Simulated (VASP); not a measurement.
All values below come from optB88-vdW, VASP's PBE PAW potentials (set 64) (plane waves; VASP).

The input files of a VASP run:

File KPOINTS:
```
kpoints
0
Gamma
  12 12 12
```

### POSCAR
```
Ba
1
   -2.4583768080     2.4583768080     2.4583768080
    2.4583768080    -2.4583768080     2.4583768080
    2.4583768080     2.4583768080    -2.4583768080
Ba
1
Direct
  0.0000000000   0.0000000000   0.0000000000
```

### INCAR
```
LASPH  =  .TRUE.   # aspherical one-centre terms
EDIFF  =  1E-7   # SCF stop (eV)
ALGO  =  Normal
ISIF  =  2   # forces and stress, cell fixed
PREC  =  Accurate
PARAM1  =  0.1833333333
GGA  =  BO
NEDOS  =  601   # DOS grid
PARAM2  =  0.22
LUSE_VDW  =  .TRUE.
SYSTEM  =  Ba
LMAXMIX  =  4   # l cut-off of mixed one-centre charges
ISMEAR  =  -5
LCHARG  =  .TRUE.
LWAVE  =  .FALSE.
NELM  =  100
LREAL  =  .FALSE.
AGGAC  =  0.0
LORBIT  =  11
ENCUT  =  520   # plane-wave cut-off (eV)
```

POTCAR, in this order: Ba_sv (PBE.64 set). Program: vasp_std.

Output of the run:

OUTCAR:
```
 ion  position               nearest neighbor table
   1  0.000  0.000  0.000-
  LATTYP: Found a body centered cubic cell.
 ALAT       =     4.9167536160
 Subroutine PRICEL returns:
 Original cell was already a primitive cell.
 Subroutine GETGRP returns: Found 48 space group operations
The static configuration has the point symmetry O_h .
The dynamic configuration has the point symmetry O_h .
 Subroutine INISYM returns: Found 48 space group operations
 Subroutine IBZKPT returns following result:
 Found     72 irreducible k-points:

 Following reciprocal coordinates:
            Coordinates               Weight
  0.000000  0.000000  0.000000      1.000000
  0.083333  0.000000  0.000000     12.000000
  0.166667  0.000000  0.000000     12.000000
  0.250000  0.000000  0.000000     12.000000
  0.333333  0.000000  0.000000     12.000000
  0.416667  0.000000  0.000000     12.000000
  0.500000  0.000000  0.000000      6.000000
  0.083333  0.083333  0.000000     24.000000
  0.166667  0.083333  0.000000     48.000000
  0.250000  0.083333  0.000000     48.000000
...
```

OSZICAR:
```
       N       E                     dE             d eps       ncg     rms          rms(c)
DAV:   1     0.615086752366E+02    0.61509E+02   -0.44050E+03  1296   0.924E+02
DAV:   2     0.259766700217E+01   -0.58911E+02   -0.58352E+02  1561   0.153E+02
DAV:   3     0.338764950241E+00   -0.22589E+01   -0.22499E+01  1657   0.352E+01
DAV:   4     0.284400682279E+00   -0.54364E-01   -0.54261E-01  2021   0.467E+00
DAV:   5     0.283607777284E+00   -0.79290E-03   -0.79514E-03  1750   0.356E-01    0.180E+00
DAV:   6     0.281712249262E+00   -0.18955E-02   -0.41108E-03  1696   0.805E-01    0.109E+00
DAV:   7     0.276673797540E+00   -0.50385E-02   -0.15266E-02  1408   0.155E+00    0.719E-02
DAV:   8     0.275883103318E+00   -0.79069E-03   -0.16730E-03  1770   0.410E-01    0.301E-02
DAV:   9     0.275875398557E+00   -0.77048E-05   -0.36272E-05  2062   0.446E-02    0.821E-03
DAV:  10     0.275866007336E+00   -0.93912E-05   -0.77112E-06  1608   0.193E-02    0.235E-03
DAV:  11     0.275863201206E+00   -0.28061E-05   -0.64241E-07  1720   0.561E-03    0.148E-03
DAV:  12     0.275863674918E+00    0.47371E-06   -0.30628E-07  1431   0.733E-03    0.186E-04
DAV:  13     0.275863681987E+00    0.70688E-08   -0.50495E-09   829   0.499E-04
   1 F= 0.27586368E+00 E0= 0.27586368E+00  d E =0.000000E+00
```

File OUTCAR:
```
------------------------ aborting loop because EDIFF is reached ----------------------------------------
  FORCE on cell =-STRESS in cart. coord.  units (eV):
  Direction    XX          YY          ZZ          XY          YZ          ZX
  --------------------------------------------------------------------------------------
  Total        0.0092904      0.0092904      0.0092904     -0.0000000      0.0000000      0.0000000
  in kB        0.2504619      0.2504619      0.2504619     -0.0000000      0.0000000      0.0000000
  external PRESSURE =       0.2504619 kB  Pullay stress =       0.0000000 kB
  volume of cell :       59.43
      direct lattice vectors                 reciprocal lattice vectors
    -2.458376808  2.458376808  2.458376808     0.000000000  0.203386234  0.203386234
     2.458376808 -2.458376808  2.458376808     0.203386234  0.000000000  0.203386234
     2.458376808  2.458376808 -2.458376808     0.203386234  0.203386234  0.000000000
 POSITION                                       TOTAL-FORCE (eV/Angst)
 -----------------------------------------------------------------------------------
      0.00000      0.00000      0.00000         0.000000     -0.000000      0.000000
 -----------------------------------------------------------------------------------
    total drift:                               -0.000000      0.000000      0.000000
  FREE ENERGIE OF THE ION-ELECTRON SYSTEM (eV)
  ---------------------------------------------------
  free  energy   TOTEN  =         0.2758636820 eV

  energy  without entropy=        0.2758636820  energy(sigma->0) =        0.27586368

 total charge

# of ion       s       p       d       tot
------------------------------------------
    1        2.077   5.531   0.303   7.911
```
(Selected blocks of OUTCAR.)

For a metal the tetrahedron method with Blöchl corrections gives inexact stress and forces.

The compound is Ba in the bcc structure. It was relaxed first, which changed the volume by -6 %.
